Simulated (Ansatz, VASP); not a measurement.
# Cd2SO: VASP beside Ansatz, part 2 of 2

Wanted: the spread between two codes on one cell, functional and k mesh. The cell is invented: As first built, before any earlier steps moved the atoms (in the runner's words): it takes the Cd2SeS structure with some of its atoms replaced by other elements, volume scaled by an estimate. It may not be a known or stable phase. The cell is taken from a series of VASP runs on this material, whose earlier steps may have relaxed, scaled or displaced it; both programs get it as it stands. Valence electrons are named where the data sets of a main pair hold unlike numbers.

VASP 6.6.1 and Ansatz 0.2.0.

So far: Starting point; Ansatz: band structure, r2SCAN; VASP: band structure, r2SCAN.

## Step 3: VASP: band structure, r2SCAN (continued)

Level of this step: r2SCAN; plane waves and PAW (Cd, S, O); invented cell (VASP).

Numbers of over 12 decimals in the logs are rounded to 6 here.

OUTCAR, selected parts (step 3):

```text
ion  position               nearest neighbor table
   1  0.997  0.999  0.464-   4 2.20   3 2.49   3 2.49   3 2.49   2 3.55   2 3.55   2 3.56
   2  0.330  0.662  0.032-   4 2.30   4 2.31   4 2.31   3 2.54   1 3.55   1 3.55   1 3.56
   3  0.331  0.667  0.635-   1 2.49   1 2.49   1 2.49   2 2.54
   4  0.997  0.996  0.120-   1 2.20   2 2.30   2 2.31   2 2.31

  LATTYP: Found a triclinic cell.
 ALAT       =     3.8691266366
 B/A-ratio  =     0.9996306994
 C/A-ratio  =     1.6528669609
 COS(alpha) =     0.0017746857
 COS(beta)  =     0.0026751048
 COS(gamma) =     0.4992868050

 Subroutine GETGRP returns: Found  1 space group operations
 (whereof  1 operations were pure point group operations)

The static configuration has the point symmetry C_1 .

 Found    132 irreducible k-points:

   k-points           NKPTS =    132   k-points in BZ     NKDIM =    132   number of bands    NBANDS=     32

   dimension x,y,z NGX =    30 NGY =   30 NGZ =   48
   dimension x,y,z NGXF=    60 NGYF=   60 NGZF=   96

   ENCUT  =  520.0 eV  38.22 Ry    6.18 a.u.   7.20  7.19 11.89*2*pi/ulx,y,z

   NELECT =      36.0000    total number of electrons

 k-points in reciprocal lattice and weights: Automatic mesh
   0.00000000  0.00000000  0.00000000       0.004
   0.12500000  0.00000000  0.00000000       0.008
   0.25000000  0.00000000  0.00000000       0.008
   0.37500000  0.00000000  0.00000000       0.008
   0.50000000  0.00000000  0.00000000       0.004
   0.00000000  0.12500000  0.00000000       0.008
   0.12500000  0.12500000  0.00000000       0.008
   0.25000000  0.12500000  0.00000000       0.008
   0.37500000  0.12500000  0.00000000       0.008
[...]
0.37500000  0.50000000  0.50000000       0.008
   0.50000000  0.50000000  0.50000000       0.004

 average (electrostatic) potential at core
       1 -44.8017       2 -44.8587       3 -92.3040       4 -76.8701

 E-fermi :   1.0829

 k-point     1 :       0.0000    0.0000    0.0000
  band No.  band energies     occupation
    ...
     15      -0.4007      2.00000
     16       0.2555      2.00000
     17       0.9009      1.94884
     18       1.0052      1.65101
     19       1.0085      1.63138
     20       5.2292      0.00000
     21       8.1088      0.00000
     22       9.3215      0.00000
     23       9.3472      0.00000
     24      10.1615      0.00000
    ...

 k-point     2 :       0.1250    0.0000    0.0000
  band No.  band energies     occupation
    ...
     14      -0.9250      2.00000
     15      -0.5351      2.00000
     16       0.0961      2.00000
     17       0.2524      2.00000
     18       0.8702      1.97196
     19       1.7022      0.00001
     20       5.7964      0.00000
     21       8.0085      0.00000
     22       8.7343      0.00000
     23       9.5971      0.00000
    ...

 k-point     3 :       0.2500    0.0000    0.0000
  band No.  band energies     occupation
    ...
     14      -1.8006      2.00000
     15      -1.0283      2.00000
     16      -0.8582      2.00000
     17      -0.0170      2.00000
     18       0.5621      1.99994
     19       2.7816      0.00000
     20       6.3469      0.00000
     21       7.1839      0.00000
     22       8.4624      0.00000
     23       9.6072      0.00000
    ...

  Total       -0.1268770     -0.1229480     -0.2267619      0.0002945     -0.0002383     -0.0010299
  in kB       -2.4515560     -2.3756386     -4.3815626      0.0056897     -0.0046049     -0.0199004
  external PRESSURE =      -3.0695858 kB  Pullay stress =       0.0000000 kB

  energy-cutoff  :      520.00
  volume of cell :       82.92
      direct lattice vectors                 reciprocal lattice vectors
     3.871169862 -0.000825475  0.001754792     0.258351658  0.149337962  0.000070572
    -1.936296572  3.349756455 -0.005311164     0.000063497  0.298566459  0.000371965
     0.002858863 -0.007967919  6.395145982    -0.000070838  0.000206982  0.156368886

 POSITION                                       TOTAL-FORCE (eV/Angst)
 -----------------------------------------------------------------------------------
      1.92736      3.34333      2.96580         0.001230     -0.001421     -0.005707
     -0.00414      2.21652      0.20271         0.000133      0.004900      0.011108
     -0.00886      2.22967      4.05631         0.000751     -0.002891     -0.047001
      1.93112      3.33460      0.76675        -0.002114     -0.000587      0.041600
 -----------------------------------------------------------------------------------
    total drift:                                0.000436      0.000557     -0.001391

  FREE ENERGIE OF THE ION-ELECTRON SYSTEM (eV)
  ---------------------------------------------------
  free  energy   TOTEN  =       -57.7070104851 eV

  energy  without entropy=      -57.7056125911  energy(sigma->0) =      -57.70631154

 total charge
# of ion       s       p       d       tot
------------------------------------------
    1        0.408   0.343   9.596  10.348
    2        0.339   0.234   9.618  10.191
    3        1.316   2.445   0.000   3.761
    4        1.566   3.356   0.000   4.922
--------------------------------------------------
tot          3.629   6.379  19.214  29.222

[... 3 further parts left out ...]
```

The k-mesh is coarse for a metal. Within 0.02 Å the cell has space group Cm; at a tight tolerance a small distortion makes it P1. Spin-orbit coupling is off here; it would split degenerate levels. The PAW data sets were made with PBE, which is usual practice but a small mismatch for other functionals.

## Step 4: Differences

Known differences besides the potentials themselves: VASP keeps PBE cores, Ansatz makes them for the functional; the data sets hold 52 valence electrons in Ansatz (on its default PAW (the set named soft_2) files) and 36 in VASP; the cutoff is 500 eV in Ansatz and 520 eV in VASP. Total energies have different zeros and are not compared.

Both answers:

| quantity | Ansatz | VASP | difference |
| --- | --- | --- | --- |
| pressure (GPa) | -0.95 | -0.31 | -0.65 |
| pressure without Ansatz's Pulay correction (GPa) | -1.02 | -0.31 | -0.71 |

At this near-relaxed geometry the largest component of a force difference is 56 meV/Å. Levels from 3 eV below to 2 eV above the Fermi level differ by 6 meV r.m.s. and 14 meV at most; each VASP level is matched to the nearest of Ansatz, which flatters the figure a little. Ansatz's pressure holds a Pulay correction of 0.07 GPa; VASP's holds none.

## Step 5: Other set-ups

Further runs change the set-up of one program: Ansatz's method, potentials or start, or VASP's data sets, cutoff or form of LDA. The table gives Ansatz less VASP for each quantity, since a change that brings one quantity closer may part another.

| run | r.m.s. force difference (meV/Å) | pressure (GPa) | pressure without Ansatz's Pulay correction (GPa) |
| --- | --- | --- | --- |
| as above | 23 | -0.65 | -0.71 |
| cores kept as stored | 23 | -0.67 | -0.74 |
| Ansatz's larger PAW set (cutoff 900 eV) | 23 | -0.65 |  |
| norm-conserving potentials (cutoff 1306 eV) | 23 | -0.68 |  |

## Step 6: What came out

```
r.m.s. force difference (band structure, r2SCAN) : 23 meV/Å
difference in pressure (band structure, r2SCAN)  : -0.65 GPa
```

The r.m.s. force difference is 23 meV/Å (band structure, r2SCAN), beyond the 12 meV/Å picked in this series as the mark of a large difference. The data sets hold unlike numbers of valence electrons (52 in Ansatz and 36 in VASP), so part of the differences comes from the potentials. For band structure, r2SCAN, no further run moves any of the tabulated differences by more than a quarter of its size. Such differences can come from data sets, numerical settings and the points named under the comparisons, not from the functional's error against experiment.

[Lines on the potential files, build, host, timing and source positions are cut from VASP's logs without a mark.]

[Logs are printed without paths, hosts, clocks, repeated set-up lines and the standing remarks that a program may print on its own settings, such as how far it seeks lower states.]

[Hosts, paths, dates, database ids (printed as entryN), source tags and the programs' standing remarks are cut or masked in the printed files.]
